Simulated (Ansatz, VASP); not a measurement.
# Zr2CF2 (Zr2CF2 MXene monolayer): VASP beside Ansatz

Wanted: the spread between two codes on one cell, functional and k mesh. The cell is taken from a series of runs on this material, whose earlier steps may have relaxed, scaled, displaced or heated it; both programs get it as it stands.

Method: plane waves, with VASP 6.6.1 beside it; single point at PBE with D3(BJ), in Ansatz 0.2.0.

### 1. Set-up

The cell holds 5 atoms: 2 F, 2 Zr and 1 C. Cell: a = 3.282 Å, b = 3.282 Å, c = 23.136 Å, α = 90.0°, β = 90.0°, γ = 120.0°. Vacuum lies along c.

As a file:

```xyz
5
Lattice="3.2819 0.0000 0.0000 -1.6409 2.8422 0.0000 0.0000 0.0000 23.1362" Properties=species:S:1:pos:R:3
F     0.0000    1.8948    9.0000
F     1.6409    0.9474   14.1362
Zr    1.6409    0.9474   10.3355
Zr    0.0000    1.8948   12.8006
C     0.0000    0.0000   11.5681
```

### 2. VASP: single point, PBE with D3(BJ)

A single point gives forces, pressure and levels at one fixed geometry, so differences don't come from the geometry; what else differs is listed under the comparison.

Lines of VASP's logs that name or quote its potential files are left out, and so is its time.

Contents of INCAR:

```
SYSTEM = Zr2CF2
PREC = Accurate
ENCUT = 520
EDIFF = 1E-06
NELM = 120
ISMEAR = -1
SIGMA = 0.02585
LREAL = .FALSE.
ALGO = Normal
GGA = PE
IVDW = 12
NBANDS = 27
LASPH = .TRUE.
LORBIT = 11
LWAVE = .FALSE.
LCHARG = .FALSE.
ISIF = 2
LDIPOL = .TRUE.
IDIPOL = 3
DIPOL = 0.5 0.5 0.5
LVHAR = .TRUE.
GGA_COMPAT = .FALSE.
NELMDL = -8
KPAR = 2
```

Contents of POSCAR:

```
Zr2CF2
1.0
    3.2818913990      0.0000000000      0.0000000000
   -1.6409456995      2.8422013240      0.0000000000
    0.0000000000      0.0000000000     23.1361663502
F Zr C
2 2 1
Direct
    0.3333333333      0.6666666667      0.3890013524
    0.6666666667      0.3333333333      0.6109986476
    0.6666666667      0.3333333333      0.4467263170
    0.3333333333      0.6666666667      0.5532736830
    0.0000000000      0.0000000000      0.5000000000
```

Contents of KPOINTS:

```
Automatic mesh
0
Gamma
18 18 1
0 0 0
```

Potentials, in the order of the species: F, Zr_sv and C (PBE family, release 64).

Run with:

```bash
mpirun -np 2 vasp_std
```

Numbers of over 12 decimals in the logs are rounded to 6 here.

The log of the run:

```text
[banner, memory and clock lines left out]
running    2 mpi-ranks, on    1 nodes
 distrk:  each k-point on    1 cores,    2 groups
 distr:  one band on    1 cores,    1 groups

 POSCAR found type information on POSCAR F ZrC
 POSCAR found :  3 types and       5 ions
 LDA part: xc-table for (Slater+PW92), standard interpolation
 POSCAR, INCAR and KPOINTS ok, starting setup
 FFT: planning ... GRIDC
 FFT: planning ... GRID_SOFT
 FFT: planning ... GRID
 WAVECAR not read
 entering main loop
       N       E                     dE             d eps       ncg     rms          rms(c)
DAV:   1     0.436770074746E+03    0.43677E+03   -0.21421E+04  2278   0.133E+03
DAV:   2    -0.372561291162E+01   -0.44050E+03   -0.43358E+03  2485   0.379E+02
DAV:   3    -0.460284804636E+02   -0.42303E+02   -0.41979E+02  2921   0.111E+02
DAV:   4    -0.487129945704E+02   -0.26845E+01   -0.26756E+01  3360   0.245E+01
DAV:   5    -0.488354942921E+02   -0.12250E+00   -0.12249E+00  3028   0.350E+00
DAV:   6    -0.488373508338E+02   -0.18565E-02   -0.18565E-02  2985   0.512E-01
DAV:   7    -0.488374145169E+02   -0.63683E-04   -0.63682E-04  3004   0.784E-02
DAV:   8    -0.488374160302E+02   -0.15132E-05   -0.15134E-05  2788   0.132E-02    0.293E+01
DAV:   9    -0.412451355641E+02    0.75923E+01   -0.45265E+01  2213   0.348E+01    0.106E+01
DAV:  10    -0.412593363930E+02   -0.14201E-01   -0.26701E+00  2899   0.956E+00    0.488E+00
DAV:  11    -0.412188161065E+02    0.40520E-01   -0.28982E-01  2608   0.274E+00    0.778E-01
DAV:  12    -0.412066161998E+02    0.12200E-01   -0.80626E-02  2667   0.111E+00    0.399E-01
DAV:  13    -0.412012258746E+02    0.53903E-02   -0.74320E-03  2745   0.599E-01    0.152E-01
DAV:  14    -0.411983306035E+02    0.28953E-02   -0.50328E-03  2934   0.379E-01    0.100E-01
[...]
DAV:  18    -0.411988877805E+02   -0.29836E-03   -0.63377E-05  2599   0.312E-02    0.841E-03
DAV:  19    -0.411992687405E+02   -0.38096E-03   -0.47963E-05  2255   0.282E-02    0.838E-03
DAV:  20    -0.411993553646E+02   -0.86624E-04   -0.12090E-05  2235   0.146E-02    0.217E-03
DAV:  21    -0.411993927253E+02   -0.37361E-04   -0.12011E-06  2018   0.435E-03    0.920E-04
DAV:  22    -0.411994130978E+02   -0.20373E-04   -0.94623E-07  1998   0.315E-03    0.536E-04
DAV:  23    -0.411994176843E+02   -0.45865E-05   -0.16966E-07  1889   0.146E-03    0.290E-04
DAV:  24    -0.411994195365E+02   -0.18522E-05   -0.86774E-08  1664   0.973E-04    0.132E-04
DAV:  25    -0.411994199869E+02   -0.45038E-06   -0.28673E-08  1664   0.540E-04
   1 F= -.42205190E+02 E0= -.42203181E+02  d E =-.401767E-02
```

Parts of OUTCAR (step 2):

```text
ion  position               nearest neighbor table
   1  0.333  0.667  0.389-   3 2.32   3 2.32   3 2.32
   2  0.667  0.333  0.611-   4 2.32   4 2.32   4 2.32
   3  0.667  0.333  0.447-   5 2.26   5 2.26   5 2.26   1 2.32   1 2.32   1 2.32   4 3.11   4 3.11
                             4 3.11
   4  0.333  0.667  0.553-   5 2.26   5 2.26   5 2.26   2 2.32   2 2.32   2 2.32   3 3.11   3 3.11
                             3 3.11
   5  0.000  0.000  0.500-   3 2.26   4 2.26   3 2.26   4 2.26   3 2.26   4 2.26

  LATTYP: Found a hexagonal cell.
 ALAT       =     3.2818913990
 C/A-ratio  =     7.0496441038

 Subroutine GETGRP returns: Found 12 space group operations
 (whereof 12 operations were pure point group operations)

The static configuration has the point symmetry D_3d.

 Found     37 irreducible k-points:

   k-points           NKPTS =     37   k-points in BZ     NKDIM =     37   number of bands    NBANDS=     27

   dimension x,y,z NGX =    24 NGY =   24 NGZ =  180
   dimension x,y,z NGXF=    48 NGYF=   48 NGZF=  360

   ENCUT  =  520.0 eV  38.22 Ry    6.18 a.u.   6.10  6.10 43.02*2*pi/ulx,y,z

   NELECT =      42.0000    total number of electrons

 k-points in reciprocal lattice and weights: Automatic mesh
   0.00000000  0.00000000  0.00000000       0.003
   0.05555556 -0.00000000  0.00000000       0.019
   0.11111111 -0.00000000  0.00000000       0.019
   0.16666667  0.00000000  0.00000000       0.019
   0.22222222 -0.00000000  0.00000000       0.019
   0.27777778  0.00000000  0.00000000       0.019
   0.33333333  0.00000000  0.00000000       0.019
   0.38888889  0.00000000  0.00000000       0.019
   0.44444444 -0.00000000  0.00000000       0.019
[...]
0.33333333  0.27777778  0.00000000       0.037
   0.33333333  0.33333333  0.00000000       0.006

 dipolmoment           0.000000      0.000000      0.000000 electrons x Angstroem

 average (electrostatic) potential at core
       1 -81.9455       2 -81.9455       3 -84.3924       4 -84.3924       5 -54.5682

 E-fermi :  -0.0728

 k-point     1 :       0.0000    0.0000    0.0000
  band No.  band energies     occupation
    ...
     16      -7.0367      2.00000
     17      -7.0367      2.00000
     18      -4.4545      2.00000
     19      -3.2155      2.00000
     20      -3.2155      2.00000
     21       0.0426      0.02274
     22       0.0426      0.02274
     23       0.2567      0.00001
     24       1.7673      0.00000
     25       2.1359      0.00000
    ...

 k-point     2 :       0.0556   -0.0000    0.0000
  band No.  band energies     occupation
    ...
     17      -6.9494      2.00000
     18      -4.4218      2.00000
     19      -3.3050      2.00000
     20      -3.2229      2.00000
     21      -0.0776      1.09285
     22       0.1091      0.00176
     23       0.2833      0.00000
     24       1.8544      0.00000
     25       2.0815      0.00000
     26       2.3437      0.00000
    ...

 k-point     3 :       0.1111   -0.0000    0.0000
  band No.  band energies     occupation
    ...
     17      -6.8641      2.00000
     18      -4.3356      2.00000
     19      -3.5303      2.00000
     20      -3.2399      2.00000
     21      -0.3888      1.99999
     22       0.3041      0.00000
     23       0.3862      0.00000
     24       1.9182      0.00000
     25       1.9989      0.00000
     26       2.3663      0.00000
    ...

 Edisp (eV)   -1.00577

  Total       0.01058     0.01058     0.03879     0.00000     0.00000     0.00000
  in kB       0.07854     0.07854     0.28798     0.00000     0.00000     0.00000
  external pressure =        0.15 kB  Pullay stress =        0.00 kB

  energy-cutoff  :      520.00
  volume of cell :      215.81
      direct lattice vectors                 reciprocal lattice vectors
     3.281891399  0.000000000  0.000000000     0.304702343  0.175919980  0.000000000
    -1.640945700  2.842201324  0.000000000     0.000000000  0.351839960  0.000000000
     0.000000000  0.000000000 23.136166350     0.000000000  0.000000000  0.043222372

 POSITION                                       TOTAL-FORCE (eV/Angst)
 -----------------------------------------------------------------------------------
     -0.00000      1.89480      9.00000        -0.000000      0.000000     -0.025700
      1.64095      0.94740     14.13617         0.000000     -0.000000      0.025700
      1.64095      0.94740     10.33553         0.000000      0.000000     -0.008091
     -0.00000      1.89480     12.80063         0.000000     -0.000000      0.008091
      0.00000      0.00000     11.56808        -0.000000     -0.000000      0.000000
 -----------------------------------------------------------------------------------
    total drift:                                0.000000      0.000000     -0.000000

  FREE ENERGIE OF THE ION-ELECTRON SYSTEM (eV)
  ---------------------------------------------------
  free  energy   TOTEN  =       -42.2051898280 eV

  energy  without entropy=      -42.2011721561  energy(sigma->0) =      -42.20318099

 vacuum level on the upper side and lower side of the slab         3.863         3.863

 total charge
# of ion       s       p       d       tot
------------------------------------------
    1        1.737   4.349   0.000   6.085
    2        1.737   4.349   0.000   6.085
    3        2.164   6.010   1.693   9.867
    4        2.164   6.010   1.693   9.867
    5        0.879   1.555   0.000   2.434
--------------------------------------------------
tot          8.679  22.272   3.387  34.338

[... 3 further parts left out ...]
```

### 3. Ansatz: single point, PBE with D3(BJ)

Ansatz runs on its default PAW (the set named soft_2) files.

The same cell, functional, mesh and smearing now go to Ansatz, which takes its cutoff from its data sets.

Contents of input.yaml:

```yaml
crystal:
  lattice:
    - [3.281891399, 0.0, 0.0]
    - [-1.6409456995, 2.842201324, 0.0]
    - [0.0, 0.0, 23.1361663502]
  atoms:
    - { symbol: F, position: [0.3333333333, 0.6666666667, 0.3890013524] }
    - { symbol: Zr, position: [0.6666666667, 0.3333333333, 0.446726317] }
    - { symbol: C, position: [0.0, 0.0, 0.5] }
    - { symbol: Zr, position: [0.3333333333, 0.6666666667, 0.553273683] }
    - { symbol: F, position: [0.6666666667, 0.3333333333, 0.6109986476] }
kpoints:
  mp_grid: { grid: [18, 18, 1] }
  band_path:
    path: [[0, 0, 0], [0.5, 0, 0], [0.33333333, 0.33333333, 0], [0, 0, 0]]
    npoints: 16
hamiltonian:
  xc: pbe
  dispersion: d3bj
scf:
  occupations: { method: fermi_dirac, width: 0.02585 }
  convergence: { dr2_threshold: 1.0e-10 }
efield:
  axis: 3
  dipole_correction: true
  ramp_position: 0.97
  ramp_width: 0.06
  amplitude: 0
output:
  dos: { projected: true, e_range: [-6, 5] }
  write_potential: true
  write_density: true
  volumetric_format: npy
  elf: true
```

Run with:

```bash
ansatz run input.yaml --threads 2 --pin off --max-ram 3072MiB --backend cpu --events-out ev --progress --plain --runs-dir out
```

The log of the run:

```text
Engine: ansatz 0.2.0, x86_64-unknown-linux-gnu
Pseudopotentials: kind: paw
Pseudopotential: F, paw, valence charge 7, recommended cutoff 420 eV (normal), F.paw.azcp
Pseudopotential: Zr, paw, valence charge 12, recommended cutoff 420 eV (normal), Zr.paw.azcp
Pseudopotential: C, paw, valence charge 4, recommended cutoff 420 eV (normal), C.paw.azcp
Functional definition: PBE
  parameter kappa = 0.804
  parameter beta = 0.066725
  exchange = pbe_x(kappa = kappa, mu = beta*pi^2/3)
  correlation = pbe_c(beta = beta)
Crystal: 5 atoms, lattice volume = 215.809 Å³
Basis set: ecut = 420 eV, 4313 PW (Γ)
Bands: 26, of which v1, the nominal top of the filled ones, is band 21 counted from 1 (20 counted from 0)
Symmetry: 6 space group operations
k-points: 37 of 324 (time reversal used)
Non-local potential: F, projectors of the file, l = 0: 2, l = 1: 2, l = 2: 1
Non-local potential: Zr, projectors of the file, l = 0: 3, l = 1: 2, l = 2: 2, l = 3: 2
Non-local potential: C, projectors of the file, l = 0: 2, l = 1: 2, l = 2: 1
PAW form: soft (Blöchl's): semilocal exchange-correlation on the pseudo side does not see the compensation charge
PAW one-centre angular grid: F, 110 points (default); XC on 64 Gauss nodes
PAW one-centre angular grid: Zr, 590 points (default); XC on 64 Gauss nodes
PAW one-centre angular grid: C, 110 points (default); XC on 64 Gauss nodes
Initial density: superposition of atomic densities (neutral atoms: chi_scale 0, normalization atom), corrected by the library's trained network
Initial wavefunctions: pseudopotential atomic-orbital guess
Functional: x = pbe(κ = 0.804, μ = 0.219515), c = pbe(β = 0.066725)
SCF iter   1: F=—  HF=-10242.088459 eV  |F-HF|=—  |Δ(HF+E_count)|=         —  Δρ=3.41e-3  dr2=2.28e-2  ethr=1.77e-3  p=0.000 e·Å  D=5.80e-14 V/Å  ΔV_dip=-0.00 eV  dr2_dipole=3.30e-10  V_vac-E_F(+/−)=3.68/3.68 eV  ⟨swp⟩=7.1  Hψ=4859  notcnv=0
efield: sawtooth ramp at fractional position 0.9700 (set: `efield.ramp_position`, or a place that a band, a saddle search or an elastic batch's reference lends), width 0.0600; the density the first Hamiltonian is built on has a dipole p = 0.000 e·Å; the dipole correction subtracts the counter field D = 5.80e-14 V/Å, which shifts the + side's vacuum level by -0.00 eV against the − side's; the planar-averaged density in the ramp window peaks in size at 1.2e-5 e/Å³
preconditioner: auto → LDOS  [metal: Δε(μ)=0.042 eV  Ē_g=8.368 eV  σ=0.026 eV  W_gap=0.35  n_scr=14 (ndim 8)  ℏωp=11.9 eV  f_vac=0.676  D(μ)=2.00/eV (n_scr^D=8)  β→1.0]
SCF iter   2: F=—  HF=-10242.088199 eV  |F-HF|=—  |Δ(HF+E_count)|=   2.60e-4  Δρ=3.11e-3  dr2=1.34e-2  ethr=5.43e-5  p=0.000 e·Å  D=1.01e-5 V/Å  ΔV_dip=-0.00 eV  dr2_dipole=4.64e-11  V_vac-E_F(+/−)=3.85/3.85 eV  ⟨swp⟩=3.8  Hψ=2673  notcnv=0  defer=20
SCF iter   3: F=—  HF=-10242.084896 eV  |F-HF|=—  |Δ(HF+E_count)|=   3.30e-3  Δρ=5.15e-4  dr2=5.47e-4  ethr=3.19e-5  p=0.000 e·Å  D=1.55e-6 V/Å  ΔV_dip=-0.00 eV  dr2_dipole=1.05e-11  V_vac-E_F(+/−)=3.90/3.90 eV  ⟨swp⟩=2.0  Hψ=1609  notcnv=0  defer=20
SCF iter   4: F=—  HF=-10242.084848 eV  |F-HF|=—  |Δ(HF+E_count)|=   4.84e-5  Δρ=1.01e-4  dr2=1.87e-5  ethr=1.30e-6  p=-0.000 e·Å  D=-1.10e-6 V/Å  ΔV_dip=0.00 eV  dr2_dipole=4.51e-13  V_vac-E_F(+/−)=3.91/3.91 eV  ⟨swp⟩=2.3  Hψ=1523  notcnv=0  defer=20
SCF iter   5: F=—  HF=-10242.084860 eV  |F-HF|=—  |Δ(HF+E_count)|=   1.30e-5  Δρ=4.64e-5  dr2=5.90e-6  ethr=4.46e-8  p=-0.000 e·Å  D=-4.81e-8 V/Å  ΔV_dip=0.00 eV  dr2_dipole=1.48e-14  V_vac-E_F(+/−)=3.91/3.91 eV  ⟨swp⟩=2.9  Hψ=1748  notcnv=0  defer=20
SCF iter   6: F=—  HF=-10242.084861 eV  |F-HF|=—  |Δ(HF+E_count)|=   6.52e-7  Δρ=1.22e-5  dr2=2.77e-7  ethr=1.40e-8  p=0.000 e·Å  D=1.78e-8 V/Å  ΔV_dip=-0.00 eV  dr2_dipole=5.47e-15  V_vac-E_F(+/−)=3.91/3.91 eV  ⟨swp⟩=2.0  Hψ=1349  notcnv=0  defer=20
SCF iter   7: F=—  HF=-10242.084763 eV  |F-HF|=—  |Δ(HF+E_count)|=   9.80e-5  Δρ=3.85e-6  dr2=3.87e-8  ethr=6.60e-10  p=-0.000 e·Å  D=-3.07e-8 V/Å  ΔV_dip=0.00 eV  dr2_dipole=1.11e-13  V_vac-E_F(+/−)=3.91/3.91 eV  ⟨swp⟩=2.6  Hψ=1825  notcnv=0  defer=20
SCF iter   8: F=—  HF=-10242.084763 eV  |F-HF|=—  |Δ(HF+E_count)|=   6.72e-9  Δρ=1.18e-6  dr2=2.25e-9  ethr=9.22e-11  p=-0.000 e·Å  D=-2.17e-8 V/Å  ΔV_dip=0.00 eV  dr2_dipole=2.08e-14  V_vac-E_F(+/−)=3.91/3.91 eV  ⟨swp⟩=2.1  Hψ=1641  notcnv=0  defer=20
SCF iter   9: F=-10242.084763 eV  HF=-10242.084763 eV  |F-HF|=4.98e-10  |Δ(HF+E_count)|=   4.75e-9  Δρ=2.50e-7  dr2=7.66e-11  ethr=1.00e-12  p=-0.000 e·Å  D=-1.50e-8 V/Å  ΔV_dip=0.00 eV  dr2_dipole=5.74e-14  V_vac-E_F(+/−)=3.91/3.91 eV  ⟨swp⟩=5.2  Hψ=3927  notcnv=0
SCF 1 converged in 9 iterations: F = -10242.084763 eV  dr2 = 7.66e-11
  greatest PAW one-centre occupation: 0.996 electrons in one spin orbital (limit 2), on the Zr atom at site 1 (counted from 0), in its partial waves of l = 0
NSCF: frozen V_eff on 49 k-points
efield: sawtooth ramp at fractional position 0.9700 (kept from the solve that this one continues, or follows in the run), width 0.0600; the density the first Hamiltonian is built on has a dipole p = -0.000 e·Å; the dipole correction subtracts the counter field D = -1.50e-8 V/Å, which shifts the + side's vacuum level by +0.00 eV against the − side's; the planar-averaged density in the ramp window peaks in size at 3.3e-7 e/Å³
WARN: The output density's exchange-correlation potential varies sharply where the density is thin. Do not read a vacuum level from v_tot or v_xc, or from such a field of the output density. On a cell that repeats whose density bears no net charge and no dipole along the vacuum's axis use v_es (v_loc + v_h of the components); under efield.dipole_correction with no amplitude use v_es + v_field, which holds any externa [...]
SCF converged after 9 iterations
Free energy (F): -10242.084763 eV
Harris-Foulkes:  -10242.084763 eV  (|F-HF|=4.98e-10)
Internal energy: -10242.080732 eV  (E = F + TS)
E sigma→0 (E₀):  -10242.082748 eV
Entropy (-TS):   -0.004031 eV (-0.806 meV/atom)
Fermi energy:    1.351789 eV
Dipole field:    D = 0.000000 V/Å  (p = 0.000000 e·Å, saw-weighted, corrected)
Work function:   Φ+ = 3.9065 eV   Φ− = 3.9066 eV
Levels:          The Fermi level and band energies are counted from a zero that moves with the ramp; work functions are not
--- Per-component energies (eV) ---
  E_band       = -706.955847
  E_kinetic    = 1173.690950
  E_local      = -37460.911015  (includes V_loc(G=0)·N_el)
  E_nonlocal   = 330.954039
  E_hartree    = 18098.851437
  E_xc         = -534.624481
  E_vxc        = -650.838422  (∫ρ·V_xc dr)
  E_paw        = -6406.927174  (= ΣΔE_a)
  E_vpaw       = -297.558005  (= ΣTr[D̂ρ^β])
  E_aug_tail   = 0.004133  (compensation charges beyond the density's cutoff)
  E_efield     = 0.000000  (sawtooth field / dipole correction)
  E_vefield    = 0.000000  (∫n·V_field dr)
  E_ewald      = 14557.887263
  E_disp       = -1.005885  (pairwise vdW)
  E_smearing   = -0.004031  (= −TS)
  E_closure    = -0.000000  (closes the sum)
  Σ components = -10242.084763   (vs F -10242.084763, Δ=0.00e0)
--- Band table (eV; the first three rows and the last of 37) ---
  k-point 0: bands = [... 17 lower, -3.0310, -1.7918, -1.7918, 1.4680, 1.4680, 1.6793, 3.1808, 3.5477, ... 1 higher]
  k-point 1: bands = [... 17 lower, -2.9984, -1.8810, -1.7991, 1.3475, 1.5344, 1.7063, 3.2683, 3.4955, ... 1 higher]
  k-point 2: bands = [... 17 lower, -2.9123, -2.1057, -1.8159, 1.0360, 1.7293, 1.8100, 3.3374, 3.4146, ... 1 higher]
  k-point 36: bands = [... 17 lower, -2.8271, -2.8271, -2.1124, 1.7030, 2.5252, 2.5252, 3.8870, 4.3836, ... 1 higher]
```

In the SCF lines HF is the Harris–Foulkes energy and dr2 the Hartree energy of the density residual, in eV; the loop may stop once dr2 is under the threshold and the program's other checks hold. Hψ counts applications of the Hamiltonian.

### 4. Comparison

Known differences besides the potentials themselves: the cutoff is 420 eV in Ansatz and 520 eV in VASP. Total energies have different zeros and are not compared.

Compared:

```
                                   quantity  Ansatz  VASP  difference
 work function, lower of the two faces (eV)    3.91  3.94       -0.03
work function, higher of the two faces (eV)    3.91  3.94       -0.03
```

With vacuum in the cell, a pressure given here is an average over mostly empty space and none of the material.

### 5. Summary of results

| Item | Value |
| --- | --- |
| difference in work function, lower of the two faces (single point, PBE with D3(BJ)) | -0.029 eV |

What this shows: The difference in work function, lower of the two faces is -0.029 eV (single point, PBE with D3(BJ)). Such differences can come from data sets, numerical settings and the points named under the comparisons, not from the functional's error against experiment.

[Lines on the potential files, build, host, timing and source positions are cut from VASP's logs without a mark.]

[Logs are printed without paths, hosts, clocks, repeated set-up lines and the standing remarks that a program may print on its own settings, such as how far it seeks lower states.]

[Hosts, paths, dates, database ids (printed as entryN), source tags and the programs' standing remarks are cut or masked in the printed files.]
